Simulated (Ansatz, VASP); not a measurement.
## Two plane-wave programs on GaRh3C

```
Ga Rh C
1.0
     3.99477    0.00000    0.00000
     0.00000    3.99477    0.00000
     0.00000    0.00000    3.99477
Ga Rh C
1 3 1
Direct
  0.00000 0.00000 0.00000
  0.00000 0.50000 0.50000
  0.50000 0.00000 0.50000
  0.50000 0.50000 0.00000
  0.50000 0.50000 0.50000
```

Alike in both runs: functional PBEsol; k mesh 10 × 10 × 10; occupations fermi-dirac, width 0.15 eV; no spin polarisation.

Ansatz relaxed the structure, and its values are those at the end. VASP's run is a single point on that final structure, the one shown.

|  | VASP | Ansatz |
| --- | --- | --- |
| version | VASP 6.6.1 | Ansatz 0.2.0 |
| potentials or method | VASP PAW PBE potentials, release 64 (Ga_d, Rh_pv, C) | scalar-relativistic, plane waves, PAW |
| plane-wave cutoff (eV) | 520 | 420 |
| valence electrons in the cell | 62 | 68 |

|  | VASP | Ansatz | Ansatz less VASP |
| --- | --- | --- | --- |
| gap on the k mesh at the Fermi level (eV) | none | none | - |
| pressure (GPa) | 0.1 | 0.0 | -0.14 |

A gap of «none» marks a metal or a gap that the smearing closes. The two sets of potentials don't hold the same shells in valence.

Caveats: the PAW data sets were made with another functional, which shifts forces and pressure a little (VASP).
